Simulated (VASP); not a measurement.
Crystal: Pt.

```
CELL_PARAMETERS angstrom
0.00000 1.95831 1.95831
1.95831 0.00000 1.95831
1.95831 1.95831 0.00000
ATOMIC_POSITIONS crystal
Pt 0.00000 0.00000 0.00000
```

Base run:

| Property | Result |
| --- | --- |
| Program | VASP 6.6.1 |
| Functional | PBEsol |
| Potentials or basis | VASP PAW PBE potentials, release 64 (Pt) |
| Cutoff | 900 eV |
| k mesh | 18 × 18 × 18 |
| Occupations | gaussian, width 0.1 eV |
| Spin | no spin polarisation |

Its results: band gap on the k mesh none (metal or under the smearing width); pressure 0.0 GPa.

The run is repeated on the same cell with these changes: cutoff from 900 eV to 520 eV; occupations from gaussian, width 0.1 eV to gaussian, width 0.5 eV. What comes out?

Band gap on the k mesh none (metal or under the smearing width); pressure 1.2 GPa.

Caveats: the PAW data sets were made with another functional, which shifts forces and pressure a little.
